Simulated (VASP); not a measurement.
These are PBE GGA, VASP's PBE PAW potentials (set 64) (plane waves; VASP) values and carry that method's errors.

A VASP calculation is set up with these files.

File POSCAR:
```
Se
1.0
  2.1850000000  -3.7845310000   0.0000000000
  2.1850000000   3.7845310000   0.0000000000
  0.0000000000   0.0000000000   4.9500000000
Se
3
Cart
  0.4916250000   0.8515194750   3.3000016500
  3.3867500000   0.0000000000   0.0000000000
  0.4916250000  -0.8515194750   1.6499983500
```

File KPOINTS:
```
K-points
0
G
6 6 5
0 0 0
```

INCAR:
```
! general
SYSTEM =Se
PREC   =Accurate
ENCUT  =400
LREAL  =.FALSE.
LASPH  =.TRUE.

! electronic loop
EDIFF  =1E-6
NELM   =100
ALGO   =Normal
LMAXMIX=4

! smearing
ISMEAR =0
SIGMA  =0.05

! functional
GGA    =PE

! ions
ISIF   =2

! output
LWAVE  =.FALSE.
LCHARG =.FALSE.
```

POTCAR, in this order: Se (PBE.64 set). Program: vasp_std.

What does the run give for the energy per atom (σ→0), pressure, largest force?

| Item | Result |
|---|---|
| energy per atom (σ→0) | -3.489 eV/atom |
| pressure | 2.97 GPa |
| largest force | 0.01770 Ry/bohr |

OSZICAR:
```
...
DAV:   6    -0.104872917374E+02    0.58942E-01   -0.38959E-02   802   0.144E+00    0.437E+00
DAV:   7    -0.104678915307E+02    0.19400E-01   -0.76887E-02   752   0.201E+00    0.200E-01
DAV:   8    -0.104672290870E+02    0.66244E-03   -0.94066E-03   732   0.700E-01    0.105E-01
DAV:   9    -0.104673430345E+02   -0.11395E-03   -0.32418E-04   917   0.135E-01    0.325E-02
DAV:  10    -0.104673851347E+02   -0.42100E-04   -0.51725E-05   767   0.557E-02    0.728E-03
DAV:  11    -0.104673887968E+02   -0.36622E-05   -0.90491E-06   787   0.208E-02    0.376E-03
DAV:  12    -0.104673886003E+02    0.19655E-06   -0.17981E-06   561   0.101E-02
   1 F= -.10467389E+02 E0= -.10467389E+02  d E =-.345746E-17
```

The compound is Se in the trig structure. The cell was not relaxed at this level.
